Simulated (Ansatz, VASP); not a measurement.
# Be (Beryllium) in two plane-wave programs, part 2 of 2

Aim: how closely do two programs agree when they are given the same cell, functional and k mesh? The cell is taken from a series of runs on this material, whose earlier steps may have relaxed, scaled, displaced or heated it; both programs get it as it stands.

VASP 6.6.1 and Ansatz 0.2.0.

So far: Starting point; VASP: zone-centre phonons, LDA, pair 1; Ansatz: zone-centre phonons, LDA, pair 1; Comparison.

## (5) Ansatz: zone-centre phonons, LDA, pair 2

Level of this step: Ansatz beside VASP: Kohn-Sham DFT, plane waves, LDA (Ansatz).

Second derivatives magnify differences that forces hide, and they need a tight electronic threshold. The cell compared in this pair holds 14.94 Å³, against 14.79 Å³ for the pair before.

The cell is taken from a series of runs on this material, whose earlier steps may have relaxed, scaled, displaced or heated it; both programs get it as it stands.

Input file input.yaml:

```yaml
crystal:
  lattice:
    - [2.2200016587, 0.0, 0.0]
    - [-1.1100008293, 1.9225778329, 0.0]
    - [0.0, 0.0, 3.5008166657]
  atoms:
    - { symbol: Be, position: [0.3333333333, 0.6666666667, 0.25] }
    - { symbol: Be, position: [0.6666666667, 0.3333333333, 0.75] }
kpoints:
  mp_grid: { grid: [24, 24, 12] }
hamiltonian:
  xc: lda
  pseudopotentials: { kind: paw, azcp: { folder: soft_1 }, xc_functional: pbe }
scf:
  occupations: { method: methfessel_paxton, width: 0.2 }
output:
  eigenvalues: true
phonons:
  method: dfpt
```

Command:

```console
$ ansatz run input.yaml --threads 4 --pin off --max-ram 10240MiB --backend cpu --events-out ev --progress --plain --runs-dir out
```

Numbers of over 12 decimals in the logs are rounded to 6 here.

The program printed:

```text
[...]
Crystal: 2 atoms, lattice volume = 14.942 Å³
Basis set: ecut = 420 eV, 299 PW (Γ), exchange–correlation on 30×30×48 points (8 copies of the dense FFT grid, shifted against one another)
Bands: 6, of which v1, the nominal top of the filled ones, is band 2 counted from 1 (1 counted from 0)
Symmetry: 24 space group operations
k-points: 1099 of 6912 (irreducible under 4 space group operations, time reversal used)
[...]
Free energy (F): -176.467077 eV
[...]
Internal energy: -176.466621 eV  (E = F + TS)
E sigma→0 (E₀):  -176.466963 eV
Entropy (-TS):   -0.000456 eV (-0.228 meV/atom)
Fermi energy:    8.423061 eV
[...]
--- Band table (eV; the first three rows and the last of 1099) ---
[...]
ASR residual: 2.919e-5 → 0.000e0 eV/Å²; symmetrization residual: 1.641e-11 eV/Å²
  ASR residual per site (eV/Å²): 2.92e-5 2.92e-5
  Γ frequencies (cm⁻¹): 0.00 0.00 0.00 482.00 482.00 724.74
[...]
[key lines of the parts left out:]
SCF converged after 6 iterations
```

## (6) VASP: zone-centre phonons, LDA, pair 2

The same cell, functional (in two slightly different forms), mesh and smearing now go to VASP, with its own data sets.

Input file INCAR:

```
SYSTEM = Be
PREC = Accurate
ENCUT = 600
EDIFF = 1E-08
NELM = 120
ISMEAR = 1
SIGMA = 0.2
LREAL = .FALSE.
ALGO = Normal
GGA = PW92
NBANDS = 8
LORBIT = 11
LWAVE = .FALSE.
LCHARG = .FALSE.
ISIF = 2
IBRION = 8
LASPH = .TRUE.
GGA_COMPAT = .FALSE.
KPAR = 2
```

Input file POSCAR:

```
Be
1.0
    2.2200016587      0.0000000000      0.0000000000
   -1.1100008293      1.9225778329      0.0000000000
    0.0000000000      0.0000000000      3.5008166657
Be
2
Direct
    0.3333333334      0.6666666668      0.2500000000
    0.6666666668      0.3333333334      0.7500000000
```

Input file KPOINTS:

```
Automatic mesh
0
Gamma
24 24 12
0 0 0
```

PAW data sets: Be (LDA family, release 64).

Command:

```console
$ mpirun -np 2 vasp_std
```

The program printed:

```text
[banner, memory and clock lines left out]
running    2 mpi-ranks, on    1 nodes
[...]
[... a notice as in an earlier step ...]

 LDA part: xc-table for (Slater(with rela. corr.)+PW92), standard interpolation
 POSCAR, INCAR and KPOINTS ok, starting setup
[...]
entering main loop
       N       E                     dE             d eps       ncg     rms          rms(c)
DAV:   1    -0.442986385827E+01   -0.44299E+01   -0.19965E+03  6920   0.463E+02
DAV:   2    -0.845662561067E+01   -0.40268E+01   -0.39386E+01 10800   0.461E+01
DAV:   3    -0.846947536378E+01   -0.12850E-01   -0.12831E-01  7168   0.261E+00
DAV:   4    -0.846947963415E+01   -0.42704E-05   -0.42695E-05  9888   0.475E-02
[...]
DAV:   8    -0.841006294310E+01    0.89980E-05   -0.79315E-06  7216   0.281E-02    0.544E-03
DAV:   9    -0.841006184629E+01    0.10968E-05   -0.58890E-07  9304   0.661E-03    0.519E-04
DAV:  10    -0.841006183772E+01    0.85765E-08   -0.16814E-09  6376   0.386E-04
   1 F= -.84100618E+01 E0= -.84099101E+01  d E =-.455248E-03
[...]
RMM:   5    -0.734036977173E-02    0.18666E-08   -0.10283E-09 52120   0.275E-04    0.124E-04
 first order change of Fermi-energy   0.17844E-05
 force on displaced ion       1 direction 1 :  -3.853   0.000   0.000
 Linear response progress:
  Degree of freedom:   2/  2
       N       E                     dE             d eps       ncg     rms          rms(c)
RMM:   1    -0.205203184775E-01   -0.20520E-01    0.84811E-03 24415   0.692E-01
RMM:   2    -0.167781975520E-01    0.37421E-02   -0.22431E-03 16098   0.794E-02    0.117E-01
RMM:   3    -0.157691420415E-01    0.10091E-02    0.66451E-04 15962   0.962E-02    0.435E-02
RMM:   4    -0.159767886141E-01   -0.20765E-03    0.18547E-04 16285   0.549E-02    0.412E-03
RMM:   5    -0.160121354523E-01   -0.35347E-04   -0.26870E-05 17018   0.338E-03    0.713E-04
RMM:   6    -0.160107855092E-01    0.13499E-05   -0.47629E-06 16761   0.546E-04    0.807E-05
RMM:   7    -0.160102352838E-01    0.55023E-06   -0.72819E-07 17327   0.325E-05    0.126E-05
RMM:   8    -0.160101781482E-01    0.57136E-07   -0.65426E-08 17346   0.709E-06    0.871E-07
RMM:   9    -0.160101721743E-01    0.59738E-08   -0.17457E-08 12417   0.558E-07    0.177E-07
 first order change of Fermi-energy   0.83040E-05
 force on displaced ion       1 direction 3 :  -0.000   0.000  -8.774
 Linear response finished
```

Parts of OUTCAR (step 6):

```text
  Total        0.1636783      0.1636783      0.1635506      0.0000000      0.0000000      0.0000000
  in kB       17.5507236     17.5507236     17.5370292      0.0000000      0.0000000      0.0000000
  external PRESSURE =      17.5461588 kB  Pullay stress =       0.0000000 kB

 POSITION                                       TOTAL-FORCE (eV/Angst)
 -----------------------------------------------------------------------------------
      0.00000      1.28172      0.87520        -0.000000      0.000000      0.000000
      1.11000      0.64086      2.62561         0.000000     -0.000000      0.000000
 -----------------------------------------------------------------------------------
    total drift:                                0.000000      0.000000     -0.000000

[... 1 part as in an earlier step ...]

[... 1 further part left out ...]
```

## (7) Differences

Compared:

| quantity | Ansatz | VASP | difference |
| --- | --- | --- | --- |
| optical mode 1 to 2 (cm⁻¹) | 482.0 | 482.2 | -0.04 % |
| optical mode 3 (cm⁻¹) | 724.7 | 727.6 | -0.39 % |

Modes are paired by rising frequency, not by their patterns, so a pair may set unlike modes beside each other; they are those without the splitting of longitudinal modes.

## (8) Results

* r.m.s. difference of the optical zone-centre modes, each program's sorted by frequency (zone-centre phonons, LDA, pair 1): 1.7 cm⁻¹
* r.m.s. difference of the optical zone-centre modes, each program's sorted by frequency (zone-centre phonons, LDA, pair 2): 1.7 cm⁻¹

The r.m.s. difference of the optical zone-centre modes, each program's sorted by frequency is 1.7 cm⁻¹ (zone-centre phonons, LDA, pair 1). Such differences can come from data sets, numerical settings and the points named under the comparisons, not from the functional's error against experiment.

[Lines on the potential files, build, host, timing and source positions are cut from VASP's logs without a mark.]

[Logs are printed without paths, hosts, clocks, repeated set-up lines and the standing remarks that a program may print on its own settings, such as how far it seeks lower states.]

[Hosts, paths, dates, database ids (printed as entryN), source tags and the programs' standing remarks are cut or masked in the printed files.]
